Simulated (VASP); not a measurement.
Data:

```yaml
crystal:
  lattice:
    - [3.56109, 0.00000, 0.00000]
    - [0.00000, 3.56109, 0.00000]
    - [0.00000, 0.00000, 5.12063]
  atoms:
    - { symbol: Zr, position: [0.00000, 0.00000, 0.00000] }
    - { symbol: Zr, position: [0.50000, 0.50000, 0.50000] }
    - { symbol: O, position: [0.00000, 0.50000, 0.29341] }
    - { symbol: O, position: [0.00000, 0.50000, 0.79341] }
    - { symbol: O, position: [0.50000, 0.00000, 0.20659] }
    - { symbol: O, position: [0.50000, 0.00000, 0.70659] }
```

Computed with LDA (Ceperley-Alder, Perdew-Zunger), VASP's LDA PAW potentials (set 64) (plane waves; VASP 6.6.1). Settings: 520 eV cut-off, 7×7×5 Γ-centred mesh, tetrahedra with Blöchl corrections, potentials Zr_sv O.

The cores are frozen, which limits the accuracy of field gradients.

Question: Give the principal components of the electric field gradient (V/Å²) and the asymmetry η at each nucleus.

Answer: 
| atom | Vxx | Vyy | Vzz | η |
|---|---|---|---|---|
| Zr1 | -21.7 | -21.7 | 43.3 | 0.00 |
| Zr2 | -21.7 | -21.7 | 43.3 | 0.00 |
| O3 | -9.9 | -2.5 | 12.4 | 0.59 |
| O4 | -9.9 | -2.5 | 12.4 | 0.59 |
| O5 | -9.9 | -2.5 | 12.4 | 0.59 |
| O6 | -9.9 | -2.5 | 12.4 | 0.59 |

The structure comes from a computed database's ZrO2 entry (P4_2/nmc); how it stands against other phases isn't given here. It was relaxed first.
